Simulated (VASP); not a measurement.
The system is Zn3H.

```
Zn H
1.0
     0.00000    2.99658    2.99658
     2.99658    0.00000    2.99658
     2.99658    2.99658    0.00000
Zn H
3 1
Direct
  0.50000 0.50000 0.50000
  0.25000 0.25000 0.25000
  0.75000 0.75000 0.75000
  0.00000 0.00000 0.00000
```

The cell was built by a generator and needn't be a form met in nature.

Base run:

- Program: VASP 6.6.1
- Functional: PBEsol
- Potentials or basis: VASP PAW PBE potentials, release 64 (Zn, H)
- Cutoff: 520 eV
- k mesh: 6 × 6 × 6
- Occupations: fermi-dirac, width 0.05 eV
- Spin: no spin polarisation

Its results: pressure -4.2 GPa.

Q: After a change of settings the same cell gave: pressure 2.9 GPa. Which change was it?
A. functional from PBEsol to TPSS
B. functional from PBEsol to SCAN
C. functional from PBEsol to r2SCAN
D. functional from PBEsol to RPBE

A: D.

RPBE binds less tightly than PBEsol, so the same cell stands under more pressure.

Caveats: the PAW data sets were made with another functional, which shifts forces and pressure a little.
